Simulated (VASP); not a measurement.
Here is the system:

```xyz
12
Lattice="5.3313 0.0000 0.0000 0.0000 3.9201 0.0000 0.0000 0.0000 7.4087" Properties=species:S:1:pos:R:3 pbc="T T T"
Rh     2.8078     0.9800     5.9116
Rh     0.1422     0.9800     5.2015
Rh     2.5235     2.9401     1.4972
Rh     5.1891     2.9401     2.2072
Rh     0.8713     0.9800     0.5161
Rh     3.5369     0.9800     3.1882
Rh     4.4600     2.9401     6.8926
Rh     1.7944     2.9401     4.2205
Si     3.8143     0.9800     0.7728
Si     1.1487     0.9800     2.9316
Si     1.5170     2.9401     6.6360
Si     4.1827     2.9401     4.4772
```

Level of theory: PBEsol GGA, VASP's PBE PAW potentials (set 64) (plane waves; VASP). Settings: 400 eV cut-off, 7×9×5 Γ-centred mesh, tetrahedra with Blöchl corrections, potentials Rh_pv Si.

The cores are frozen, which limits the accuracy of field gradients.

**Question.** Give the principal components of the electric field gradient (V/Å²) and the asymmetry η at each nucleus.

**Answer.** 
```
atom    Vxx   Vyy    Vzz     η
----  -----  ----  -----  ----
Rh1    14.4   9.4  -23.8  0.21
Rh2    14.4   9.4  -23.8  0.21
Rh3    14.4   9.4  -23.8  0.21
Rh4    14.4   9.4  -23.8  0.21
Rh5    20.4   2.1  -22.5  0.81
Rh6    20.4   2.1  -22.5  0.81
Rh7    20.4   2.1  -22.5  0.81
Rh8    20.4   2.1  -22.5  0.81
Si9   -14.2  -9.6   23.8  0.19
Si10  -14.2  -9.6   23.8  0.19
Si11  -14.2  -9.6   23.8  0.19
Si12  -14.2  -9.6   23.8  0.19
```

The structure was generated: SiRh2 was put into the Co2Si type (Pnma), which need not be its known phase. It was relaxed first.
